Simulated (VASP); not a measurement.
VASP runs on CsCl (CsCl type) share one base input (PBE GGA, plane waves, VASP's PBE PAW potentials (set 64)) and change the settings named in each case.

INCAR:
```
ALGO  =  Normal
EDIFF  =  1E-6
ENCUT  =  400
GGA  =  PE
ISIF  =  2
ISMEAR  =  0
LASPH  =  T
LCHARG  =  F
LMAXMIX  =  4
LREAL  =  F
LWAVE  =  F
NELM  =  100
PREC  =  Accurate
SIGMA  =  0.05
SYSTEM  =  CsCl
```

File KPOINTS:
```
Automatic mesh
0
G
  6 6 6
0 0 0
```

**POSCAR**
```
CsCl
1.0
  4.1200000000   0.0000000000   0.0000000000
  0.0000000000   4.1200000000   0.0000000000
  0.0000000000   0.0000000000   4.1200000000
Cs Cl
1 1
Cart
  0.0000000000   0.0000000000   0.0000000000
  2.0600000000   2.0600000000   2.0600000000
```

POTCAR, in this order: Cs_sv Cl (PBE.64 set). Program: vasp_std.

```json
[
 {"change": "base run", "electronic steps": "12"},
 {"change": "ALGO = Fast", "electronic steps": "15"},
 {"change": "ALGO = VeryFast", "electronic steps": "20"},
 {"change": "ALGO = All", "electronic steps": "15"},
 {"change": "ALGO = Damped", "electronic steps": "21"},
 {"change": "ALGO = Conjugate", "electronic steps": "15"}
]
```
 Unless said otherwise, spin-orbit coupling is left out, though it shifts the bands of the heavy elements here.

Left out are runs that ran out of time, are held back, or changed the cell or the kind of run, fixed moments of cells without a moment, rows past the twelfth, gaps on odd meshes, pressures of charged cells and columns that move by less than the noise.

The compound is CsCl in the CsCl type structure. The cell was not relaxed at this level.
